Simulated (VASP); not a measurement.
All values below come from r2SCAN meta-GGA, VASP's PBE PAW potentials (set 64) (plane waves; VASP 6.6.1).

A VASP calculation is set up with these files.

KPOINTS:
```
K-points
0
G
 18 18 18
0 0 0
```

**INCAR**
```
ALGO = Normal
EDIFF = 1E-5
EDIFFG = -0.03
ENCUT = 400
IBRION = 2
ISIF = 2
ISMEAR = 1
LASPH = .True.
LCHARG = .False.
LMAXMIX = 4
LMIXTAU = .True.
LREAL = .False.
LWAVE = .False.
METAGGA = R2SCAN
NELM = 100
NELMIN = 4
NSW = 20
PREC = Normal
SIGMA = 0.1
SYSTEM = Pd
```

File POSCAR:
```
Pd
1
   -0.0000000000     1.9573737209     1.9573737209
    1.9573737209    -0.0000000000     1.9573737209
    1.9573737209     1.9573737209    -0.0000000000
Pd
1
Direct
  0.0000000000   0.0000000000   0.0000000000
```

POTCAR, in this order: Pd (PBE.64 set). Program: vasp_std.

### Question
Estimate the energy per atom (σ→0), band gap (on the k-mesh).

### Answer

* **energy per atom (σ→0)**: -22.950 eV/atom
* **band gap (on the k-mesh)**: none (metal, semimetal or under 0.01 eV)

OSZICAR:
```
...
DAV:   8    -0.229447174001E+02    0.23609E-02   -0.27273E-02  3626   0.124E+00    0.279E-01
DAV:   9    -0.229501530743E+02   -0.54357E-02   -0.59714E-03  4069   0.665E-01    0.101E-01
DAV:  10    -0.229502068684E+02   -0.53794E-04   -0.61746E-04  4131   0.223E-01    0.444E-02
DAV:  11    -0.229503392319E+02   -0.13236E-03   -0.30327E-04  5094   0.126E-01    0.391E-02
DAV:  12    -0.229503248084E+02    0.14424E-04   -0.34568E-05  3729   0.584E-02    0.181E-02
DAV:  13    -0.229503436678E+02   -0.18859E-04   -0.32466E-05  2047   0.432E-02    0.251E-03
DAV:  14    -0.229503403878E+02    0.32799E-05   -0.76672E-06  1924   0.180E-02
   1 F= -.22950340E+02 E0= -.22950076E+02  d E =-.229503E+02
```

The compound is Pd in the fcc structure. It was relaxed first.
